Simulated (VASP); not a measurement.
OSZICAR of a VASP run on La$_{2}$O$_{3}$ (a-type):

**OSZICAR**
```
       N       E                     dE             d eps       ncg     rms          rms(c)
DAV:   1     0.479434212869E+03    0.47943E+03   -0.15778E+04  1344   0.258E+03
DAV:   2     0.924270521579E+02   -0.38701E+03   -0.38165E+03  2000   0.405E+02
DAV:   3    -0.292944902880E+02   -0.12172E+03   -0.12102E+03  2488   0.222E+02
DAV:   4    -0.465338732936E+02   -0.17239E+02   -0.17232E+02  2384   0.915E+01
DAV:   5    -0.475043731021E+02   -0.97050E+00   -0.97016E+00  2568   0.256E+01    0.150E+01
DAV:   6    -0.418660779336E+02    0.56383E+01   -0.51220E+01  2072   0.438E+01    0.764E+00
DAV:   7    -0.418080164567E+02    0.58061E-01   -0.54008E+00  2504   0.249E+01    0.358E+00
DAV:   8    -0.418047843218E+02    0.32321E-02   -0.49399E-01  2432   0.634E+00    0.133E+00
DAV:   9    -0.418065304514E+02   -0.17461E-02   -0.73007E-02  2472   0.238E+00    0.393E-01
DAV:  10    -0.418088672547E+02   -0.23368E-02   -0.39388E-02  2176   0.138E+00    0.210E-01
DAV:  11    -0.418094260291E+02   -0.55877E-03   -0.13216E-02  2336   0.899E-01    0.129E-01
DAV:  12    -0.418096273785E+02   -0.20135E-03   -0.24538E-03  2224   0.377E-01    0.487E-02
DAV:  13    -0.418096770711E+02   -0.49693E-04   -0.90033E-04  2336   0.214E-01    0.220E-02
DAV:  14    -0.418096830102E+02   -0.59392E-05   -0.10308E-04  2312   0.930E-02    0.310E-03
DAV:  15    -0.418096835600E+02   -0.54982E-06   -0.78955E-06  2376   0.268E-02    0.231E-03
DAV:  16    -0.418096834507E+02    0.10930E-06   -0.10470E-06  2184   0.902E-03    0.137E-03
DAV:  17    -0.418096834700E+02   -0.19271E-07   -0.11221E-07  1360   0.431E-03
   1 F= -.42756293E+02 E0= -.42756293E+02  d E =0.000000E+00
```

Task: Which electronic solver shows in the log?

Result: It is blocked Davidson (ALGO = Normal, or the opening steps of other solvers). The INCAR had ALGO = Normal.

Task: Can the final energy be trusted as converged?

Result: The run converged. It stopped with EDIFF = 1E-7, NELM = 100 (PBE GGA with D3 dispersion (zero damping), plane waves, VASP's PBE PAW potentials (set 64)).

The compound is La2O3 in the a-type structure. It was relaxed first.
